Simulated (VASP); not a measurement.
Computed with LDA (Ceperley-Alder, Perdew-Zunger), VASP's LDA PAW potentials (set 64) (plane waves; VASP).

The input files of a VASP run:

**KPOINTS**
```
Regular mesh
0
G
  6 6 6
```

**INCAR**
```
NSW=40
LMAXMIX=4   ! l cut-off of mixed one-centre charges
ALGO=Normal
NELM=100
ENCUT=620
LWAVE=.FALSE.
IBRION=2   ! conjugate gradients
PREC=Accurate
LREAL=.FALSE.
SYSTEM=PbO
EDIFFG=-0.02
SIGMA=0.05   ! width (eV)
PSTRESS=200   ! kbar
LCHARG=.FALSE.
ISIF=3   ! ions, shape and volume
EDIFF=1E-6
ISMEAR=0
LASPH=.TRUE.   ! aspherical one-centre terms
```

POSCAR:
```
PbO
1
    3.8193415932     0.0000000000     0.0000000000
    0.0000000000     3.8193415932     0.0000000000
    0.0000000000    -0.0000000000     3.9747787741
Pb O
2 2
Direct
  0.5000000000   1.0000000000   0.7056841577
  1.0000000000   0.5000000000   0.2943158423
  0.5000000000   0.5000000000   0.0000000000
  1.0000000000   0.0000000000   0.0000000000
```

POTCAR, in this order: Pb_d O (LDA.64 set). Program: vasp_std.

What VASP printed:

File OSZICAR:
```
       N       E                     dE             d eps       ncg     rms          rms(c)
DAV:   1     0.483492787748E+03    0.48349E+03   -0.23213E+04  1920   0.248E+03
DAV:   2     0.298894791978E+02   -0.45360E+03   -0.44517E+03  2056   0.563E+02
DAV:   3    -0.258476466084E+02   -0.55737E+02   -0.54497E+02  2536   0.208E+02
DAV:   4    -0.274524894978E+02   -0.16048E+01   -0.16037E+01  2160   0.376E+01
DAV:   5    -0.275030594758E+02   -0.50570E-01   -0.50568E-01  2656   0.668E+00    0.115E+01
DAV:   6    -0.237523828811E+02    0.37507E+01   -0.23976E+01  3080   0.480E+01    0.425E+00
DAV:   7    -0.236721280705E+02    0.80255E-01   -0.21993E+00  2440   0.122E+01    0.221E+00
DAV:   8    -0.236447041478E+02    0.27424E-01   -0.54608E-01  2616   0.573E+00    0.974E-01
DAV:   9    -0.236218815851E+02    0.22823E-01   -0.12514E-01  3112   0.356E+00    0.124E-01
DAV:  10    -0.236228797043E+02   -0.99812E-03   -0.97602E-03  2424   0.811E-01    0.557E-02
DAV:  11    -0.236228039976E+02    0.75707E-04   -0.78117E-04  3336   0.285E-01    0.155E-02
DAV:  12    -0.236228106058E+02   -0.66082E-05   -0.69852E-05  2112   0.603E-02    0.174E-02
DAV:  13    -0.236228118860E+02   -0.12802E-05   -0.79251E-05  2944   0.109E-01    0.160E-02
DAV:  14    -0.236228074574E+02    0.44285E-05   -0.30454E-05  2432   0.661E-02    0.171E-03
DAV:  15    -0.236228076802E+02   -0.22273E-06   -0.21230E-06  1648   0.106E-02
   1 F= -.16384961E+02 E0= -.16384961E+02  d E =-.163850E+02
       N       E                     dE             d eps       ncg     rms          rms(c)
DAV:   1    -0.236835742900E+02   -0.60767E-01   -0.19313E+00  2232   0.138E+01    0.981E-01
DAV:   2    -0.236679981063E+02    0.15576E-01   -0.63648E-02  2672   0.369E+00    0.560E-01
DAV:   3    -0.236588986027E+02    0.90995E-02   -0.14459E-02  2968   0.224E+00    0.874E-02
DAV:   4    -0.236589513545E+02   -0.52752E-04   -0.28645E-03  2520   0.613E-01    0.337E-02
DAV:   5    -0.236589424369E+02    0.89176E-05   -0.21197E-04  2800   0.236E-01    0.986E-03
DAV:   6    -0.236589416142E+02    0.82271E-06   -0.26776E-05  2952   0.919E-02    0.689E-03
DAV:   7    -0.236589413895E+02    0.22465E-06   -0.18923E-06  1032   0.266E-02
   2 F= -.16394258E+02 E0= -.16394258E+02  d E =-.929701E-02
       N       E                     dE             d eps       ncg     rms          rms(c)
DAV:   1    -0.237739517335E+02   -0.11501E+00   -0.53159E+00  2240   0.229E+01    0.161E+00
DAV:   2    -0.237316438929E+02    0.42308E-01   -0.17316E-01  2656   0.590E+00    0.926E-01
DAV:   3    -0.237063104126E+02    0.25333E-01   -0.39859E-02  2928   0.364E+00    0.133E-01
DAV:   4    -0.237065348666E+02   -0.22445E-03   -0.75855E-03  2440   0.102E+00    0.535E-02
DAV:   5    -0.237065161603E+02    0.18706E-04   -0.55581E-04  2864   0.380E-01    0.162E-02
DAV:   6    -0.237065131544E+02    0.30059E-05   -0.76266E-05  3008   0.157E-01    0.119E-02
DAV:   7    -0.237065127480E+02    0.40639E-06   -0.62530E-06  2064   0.431E-02
   3 F= -.16399407E+02 E0= -.16399407E+02  d E =-.144458E-01
       N       E                     dE             d eps       ncg     rms          rms(c)
DAV:   1    -0.236944337904E+02    0.12079E-01   -0.18992E+00  2256   0.173E+01    0.121E+00
DAV:   2    -0.236626399156E+02    0.31794E-01   -0.12956E-01  2536   0.430E+00    0.493E-01
DAV:   3    -0.236560423818E+02    0.65975E-02   -0.13528E-02  2600   0.244E+00    0.212E-01
DAV:   4    -0.236549275765E+02    0.11148E-02   -0.39103E-03  3016   0.867E-01    0.614E-02
DAV:   5    -0.236548729286E+02    0.54648E-04   -0.62536E-04  2648   0.373E-01    0.177E-02
DAV:   6    -0.236548673353E+02    0.55934E-05   -0.77508E-05  2912   0.132E-01    0.652E-03
DAV:   7    -0.236548678147E+02   -0.47942E-06   -0.75001E-06  2008   0.267E-02
   4 F= -.16404644E+02 E0= -.16404644E+02  d E =-.523748E-02
       N       E                     dE             d eps       ncg     rms          rms(c)
DAV:   1    -0.236371979608E+02    0.17669E-01   -0.14057E+00  2248   0.149E+01    0.104E+00
DAV:   2    -0.236136137045E+02    0.23584E-01   -0.95658E-02  2560   0.370E+00    0.424E-01
DAV:   3    -0.236087040391E+02    0.49097E-02   -0.99833E-03  2584   0.210E+00    0.181E-01
DAV:   4    -0.236078864917E+02    0.81755E-03   -0.28985E-03  3040   0.747E-01    0.527E-02
DAV:   5    -0.236078465242E+02    0.39968E-04   -0.46463E-04  2640   0.325E-01    0.152E-02
DAV:   6    -0.236078421747E+02    0.43495E-05   -0.58403E-05  2888   0.118E-01    0.563E-03
DAV:   7    -0.236078425293E+02   -0.35464E-06   -0.57019E-06  1952   0.235E-02
   5 F= -.16406285E+02 E0= -.16406285E+02  d E =-.687789E-02
       N       E                     dE             d eps       ncg     rms          rms(c)
DAV:   1    -0.236066432639E+02    0.11989E-02   -0.21284E+00  2192   0.104E+01    0.638E-01
DAV:   2    -0.236047519866E+02    0.18913E-02   -0.84919E-02  2800   0.285E+00    0.348E-01
DAV:   3    -0.236014285588E+02    0.33234E-02   -0.56282E-03  2944   0.123E+00    0.110E-01
DAV:   4    -0.236011570541E+02    0.27150E-03   -0.14456E-03  2928   0.409E-01    0.241E-02
DAV:   5    -0.236011547301E+02    0.23241E-05   -0.13530E-04  2496   0.195E-01    0.830E-03
DAV:   6    -0.236011538783E+02    0.85173E-06   -0.10015E-05  2744   0.456E-02    0.385E-03
DAV:   7    -0.236011539007E+02   -0.22328E-07   -0.66850E-07  1032   0.847E-03
   6 F= -.16411686E+02 E0= -.16411686E+02  d E =-.540124E-02
       N       E                     dE             d eps       ncg     rms          rms(c)
DAV:   1    -0.235979743392E+02    0.31795E-02   -0.73370E+00  2104   0.192E+01    0.120E+00
DAV:   2    -0.235939502867E+02    0.40241E-02   -0.32976E-01  2712   0.558E+00    0.656E-01
DAV:   3    -0.235825819841E+02    0.11368E-01   -0.22019E-02  2984   0.233E+00    0.218E-01
DAV:   4    -0.235814428955E+02    0.11391E-02   -0.53914E-03  2976   0.839E-01    0.458E-02
DAV:   5    -0.235814449663E+02   -0.20708E-05   -0.51550E-04  2400   0.360E-01    0.172E-02
DAV:   6    -0.235814428975E+02    0.20688E-05   -0.29793E-05  2960   0.658E-02    0.745E-03
DAV:   7    -0.235814429222E+02   -0.24726E-07   -0.17172E-06  1184   0.135E-02
   7 F= -.16415577E+02 E0= -.16415577E+02  d E =-.929264E-02
       N       E                     dE             d eps       ncg     rms          rms(c)
DAV:   1    -0.235641803828E+02    0.17263E-01   -0.21723E-01  2232   0.642E+00    0.420E-01
DAV:   2    -0.235602851056E+02    0.38953E-02   -0.17797E-02  2632   0.158E+00    0.144E-01
DAV:   3    -0.235596450473E+02    0.64006E-03   -0.17461E-03  2552   0.887E-01    0.579E-02
DAV:   4    -0.235595691030E+02    0.75944E-04   -0.45082E-04  3032   0.292E-01    0.195E-02
DAV:   5    -0.235595644879E+02    0.46151E-05   -0.55734E-05  2704   0.105E-01    0.626E-03
DAV:   6    -0.235595634800E+02    0.10079E-05   -0.96478E-06  2552   0.535E-02    0.219E-03
DAV:   7    -0.235595635319E+02   -0.51850E-07   -0.90931E-07   992   0.989E-03
   8 F= -.16415678E+02 E0= -.16415678E+02  d E =-.100643E-03
```

### OUTCAR
```
------------------------ aborting loop because EDIFF is reached ----------------------------------------
  FORCE on cell =-STRESS in cart. coord.  units (eV):
  Direction    XX          YY          ZZ          XY          YZ          ZX
  --------------------------------------------------------------------------------------
  Total        7.2200490      7.2200490      7.1736936      0.0000000     -0.0000000      0.0000000
  in kB      202.1322706    202.1322706    200.8345045      0.0000000     -0.0000000      0.0000000
  external PRESSURE =       1.6996819 kB  Pullay stress =     200.0000000 kB
  volume of cell :       57.23
      direct lattice vectors                 reciprocal lattice vectors
     3.914450737  0.000000000  0.000000000     0.255463682  0.000000000  0.000000000
     0.000000000  3.914450737 -0.000000000     0.000000000  0.255463682 -0.000000000
     0.000000000  0.000000000  3.734852131     0.000000000  0.000000000  0.267748217
 POSITION                                       TOTAL-FORCE (eV/Angst)
 -----------------------------------------------------------------------------------
      1.95723      0.00000      2.60824         0.000000      0.000000      0.009112
      0.00000      1.95723      1.12662         0.000000     -0.000000     -0.009112
      1.95723      1.95723     -0.00000         0.000000      0.000000      0.000000
      0.00000      0.00000      0.00000         0.000000     -0.000000      0.000000
 -----------------------------------------------------------------------------------
    total drift:                                0.000000     -0.000000     -0.000000
  FREE ENERGIE OF THE ION-ELECTRON SYSTEM (eV)
  ---------------------------------------------------
  free  energy   TOTEN  =       -23.5595635319 eV

  energy  without entropy=      -23.5595635302  energy(sigma->0) =      -23.55956353
  enthalpy is  TOTEN    =       -16.4156779700 eV   P V=        7.1438855618

 reached required accuracy - stopping structural energy minimisation
```
(Selected blocks of OUTCAR.)

File CONTCAR:
```
PbO
   1.00000000000000
     3.9144507365926033    0.0000000000000000    0.0000000000000000
     0.0000000000000000    3.9144507365926033   -0.0000000000000000
     0.0000000000000000    0.0000000000000000    3.7348521307399807
  Pb              O
     2     2
Direct
     0.5000000000000000    0.0000000000000000    0.6983502731304860
     0.0000000000000000    0.5000000000000000    0.3016497268695140
     0.5000000000000000    0.5000000000000000    0.0000000000000000
     0.0000000000000000    0.0000000000000000    0.0000000000000000
```

The compound is PbO in the litharge structure. This run relaxes it under an external pressure of 20 GPa. Symmetry was kept, so distortions that lower it aren't found.
